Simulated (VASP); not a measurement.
Given:

```
Pt
1.0
    0.00000     1.98623     1.98623
    1.98623     0.00000     1.98623
    1.98623     1.98623     0.00000
Pt
1
Direct
  0.00000   0.00000   0.00000
```

Level of theory: LDA (Ceperley-Alder, Perdew-Zunger), VASP's LDA PAW potentials (set 64) (plane waves; VASP). Numerical set-up: 520 eV cut-off, 16×16×16 Γ-centred mesh, first-order Methfessel-Paxton smearing of 0.10 eV, potentials Pt.

Give the stress tensor in GPa (positive for a compressed cell).

```
-15.30    0.00    0.00
  0.00  -15.30    0.00
  0.00    0.00  -15.30
```
The pressure is its mean diagonal, -15.30 GPa.

The compound is Pt in the fcc structure. This cell is one point of a volume scan, at 1.06 of the reference volume.
